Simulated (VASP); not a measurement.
Calculation: LDA (Ceperley-Alder, Perdew-Zunger), VASP's LDA PAW potentials (set 64) (plane waves; VASP 6.6.1).

A VASP calculation is set up with these files.

File KPOINTS:
```
Automatic mesh
0
Gamma
8 8 8
0 0 0
```

**INCAR**
```
# general
SYSTEM  = PbS
PREC    = Accurate
ENCUT   = 500
LREAL   = F
LASPH   = T

# electronic loop
EDIFF   = 1E-6
NELM    = 100
ALGO    = Normal
LMAXMIX = 4

# smearing
ISMEAR  = 0
SIGMA   = 0.05

# ions
IBRION  = 2
NSW     = 40
ISIF    = 3
EDIFFG  = -0.02

# output
LWAVE   = F
LCHARG  = F
```

### POSCAR
```
PbS
1
    0.0000000000     2.9227693171     2.9227693171
    2.9227693171     0.0000000000     2.9227693171
    2.9227693171     2.9227693171     0.0000000000
Pb S
1 1
Direct
  0.0000000000   0.0000000000   0.0000000000
  0.5000000000   0.5000000000   0.5000000000
```

POTCAR, in this order: Pb_d S (LDA.64 set). Program: vasp_std.

Unless said otherwise, spin-orbit coupling is left out, though it shifts the bands of the heavy elements here.

### Question
Estimate the energy per atom (σ→0), band gap (on the k-mesh).

### Answer

```yaml
energy per atom (σ→0): -5.000 eV/atom
band gap (on the k-mesh): 0.04 eV
```

**OSZICAR**
```
...
DAV:   6    -0.100100221472E+02    0.41324E+00   -0.12741E+00  1224   0.937E+00    0.342E+00
DAV:   7    -0.100027853319E+02    0.72368E-02   -0.11383E-01   870   0.198E+00    0.182E+00
DAV:   8    -0.999958210062E+01    0.32032E-02   -0.11298E-02   968   0.126E+00    0.134E-01
DAV:   9    -0.999922780014E+01    0.35430E-03   -0.24351E-03  1224   0.459E-01    0.709E-02
DAV:  10    -0.999924242176E+01   -0.14622E-04   -0.15700E-04   878   0.905E-02    0.328E-02
DAV:  11    -0.999924163737E+01    0.78439E-06   -0.13600E-05  1022   0.433E-02    0.107E-02
DAV:  12    -0.999924138533E+01    0.25203E-06   -0.93993E-07   544   0.182E-02
   1 F= -.99992414E+01 E0= -.99990530E+01  d E =-.999924E+01
```

The compound is PbS in the rock salt structure. It was relaxed first.
